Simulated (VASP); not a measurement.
A run of VASP 6.6.1 is set up as follows.

The input INCAR:

```
SYSTEM = HfTeSe5
PREC = Normal
ENCUT = 520
EDIFF = 1E-4
ISMEAR = 0
SIGMA = 0.15
LREAL = .False.
LASPH = .True.
NELM = 60
ALGO = Fast
ISIF = 3
LWAVE = .False.
LCHARG = .False.
GGA = PE
IBRION = 2
NSW = 24
EDIFFG = -0.08
```

Contents of KPOINTS:

```
regular mesh
0
Gamma
  3 3 3
  0 0 0
```

POSCAR

```
HfTeSe5
1.0
    3.4501506300      1.9919453900      5.5944771500
   -3.4501506300      1.9919453900      5.5944771500
    0.0000000000     -3.9838907900      5.5944771500
Hf Te Se
1 1 5
Direct
    0.0000000000      0.0000000000      0.0000000000
    0.5000000000      0.5000000000      0.5000000000
    0.5000000000      0.5000000000      0.0000000000
    0.0000000000      0.5000000000      0.5000000000
    0.5000000000      0.0000000000      0.5000000000
    0.8354627400      0.8354627400      0.8354627400
    0.1645372600      0.1645372600      0.1645372600
```

Potentials or basis: VASP PAW PBE potentials, release 64 (Hf_pv, Te, Se).

Command:

```sh
$ cat potpaw_PBE.64/Hf_pv/POTCAR potpaw_PBE.64/Te/POTCAR potpaw_PBE.64/Se/POTCAR > POTCAR
$ mpirun -np 1 vasp_std > vasp.out
```

(1) What does it give for the band gap on the k mesh?

(2) What does it give for the space group after relaxing (to 0.05 Å)?

(3) What does it give for the relaxed cell?

Results:

(1) none (metal or under the smearing width).

(2) R-3m (No. 166).

(3) a = 6.779 Å, b = 6.779 Å, c = 6.779 Å, α = 49.39°, β = 49.39°, γ = 49.39°.

Caveat: the k mesh is coarse (spacing up to 0.37 Å⁻¹), so the values aren't converged.
